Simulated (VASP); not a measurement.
Wanted: the native input for a VASP 6.6.1 run.

- Task: relaxation of cell and atoms
- Functional: PBE
- Potentials or basis: VASP PAW PBE potentials, release 64 (Te, P)
- Cutoff: 600 eV
- k mesh: 8 × 8 × 8
- Occupations: gaussian, width 0.05 eV
- Spin: no spin polarisation
- Further INCAR settings: ALGO = Fast; EDIFF = 1e-06; IBRION = 2; EDIFFG = -0.01; NSW = 40; ISIF = 3

The structure of TeP lies in POSCAR:

```
TeP
1.0
   -2.2492180000      2.2492180000      3.0008357100
    2.2492180000     -2.2492180000      3.0008357100
    2.2492180000      2.2492180000     -3.0008357100
Te P
1 1
Direct
    0.0000000000      0.0000000000      0.0000000000
    0.2500000000      0.7500000000      0.5000000000
```

The cell was built by a generator and needn't be a form met in nature.

One way to write it, as run:

INCAR

```
PREC     = Accurate       # precision mode
ENCUT    = 600            # plane-wave cutoff, eV
EDIFF    = 1E-6           # SCF threshold, eV
ISMEAR   = 0              # smearing method
SIGMA    = 0.05           # smearing width, eV
LREAL    = False          # projectors in reciprocal space
LASPH    = True           # aspherical terms in the spheres
NELM     = 100            # most SCF steps
ALGO     = Fast           # electronic algorithm
ISIF     = 3              # what is computed and relaxed
LWAVE    = False          # write WAVECAR
LCHARG   = False          # write CHGCAR
GGA      = PE             # functional
IBRION   = 2              # ionic algorithm
NSW      = 40             # ionic steps
EDIFFG   = -0.01          # ionic threshold
```

KPOINTS

```
regular mesh
0
Gamma
  8 8 8
```

Potentials or basis: VASP PAW PBE potentials, release 64 (Te, P).

The run is started by

```sh
$ cat potpaw_PBE.64/Te/POTCAR potpaw_PBE.64/P/POTCAR > POTCAR
$ mpirun -np 1 vasp_std > vasp.out
```

Results of the run:

| Item | Value |
| --- | --- |
| Relaxed volume | 26.94 Å³/atom |
| Relaxed cell | a = 4.152 Å, b = 4.152 Å, c = 4.152 Å, α = 104.84°, β = 104.84°, γ = 119.20° |
| Space group after relaxing (to 0.05 Å) | I-4m2 (No. 119) |
| Energy gained by relaxing | 188.0 meV/atom |
| Ionic steps | 17 |
| Pressure after relaxing | 0.0 GPa |
| Band gap on the k mesh | none (metal or under the smearing width) |

It took 2.8 min on 1 thread of Intel(R) Xeon(R) 6975P-C (Granite Rapids) (shared host), peak memory 0.25 GiB.
